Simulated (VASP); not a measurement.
An input for Ansatz (written as the equivalent of a VASP run, and not itself run):

Ansatz 0.2 input:
```yaml
crystal:
  lattice:
    - [0.0000000, 2.7900000, 2.7900000]
    - [2.7900000, 0.0000000, 2.7900000]
    - [2.7900000, 2.7900000, 0.0000000]
  atoms:
    - { symbol: Ca, position: [0.0000000, 0.0000000, 0.0000000] }
kpoints:
  mp_grid: { grid: [10, 10, 10] }
hamiltonian:
  xc: revpbe
  pseudopotentials: { kind: paw }
scf:
  occupations: { method: methfessel_paxton, width: 0.1 }
  max_iter: 100
relax:
  max_steps: 60
  f_tol: 0.01
  cell: {}
output: { forces: true, stress: true, eigenvalues: true }
```

Q: Translate this input to VASP (INCAR, KPOINTS, POSCAR, choice of POTCAR).

A: This is not unique; one that fits is 
File KPOINTS:
```
kpoints
0
gamma
 10 10 10
0 0 0
```

### POSCAR
```
Ca
1
    0.0000000000     2.7900000000     2.7900000000
    2.7900000000     0.0000000000     2.7900000000
    2.7900000000     2.7900000000     0.0000000000
Ca
1
Direct
  0.0000000000   0.0000000000   0.0000000000
```

INCAR:
```
SYSTEM = Ca
PREC = Accurate
ENCUT = 520
EDIFF = 1E-6
NELM = 100
ALGO = Normal
LREAL = .FALSE.
LASPH = .TRUE.
ISMEAR = 1
SIGMA = 0.1
GGA = RE
LWAVE = .FALSE.
LCHARG = .FALSE.
IBRION = 2
ISIF = 3
NSW = 60
EDIFFG = -0.01
```

POTCAR, in this order: Ca_sv (PBE.64 set). Program: vasp_std.

Limits of the translation: each code has its own PAW files, so the cut-off isn't converted (ENCUT is set for VASP's; basis.ecutwfc is left out, and Ansatz then takes the one that its files recommend); Ansatz stops its SCF on the density residual and VASP on the energy change (EDIFF).

The compound is Ca in the fcc structure. This run relaxes it. Symmetry was kept, so distortions that lower it aren't found.
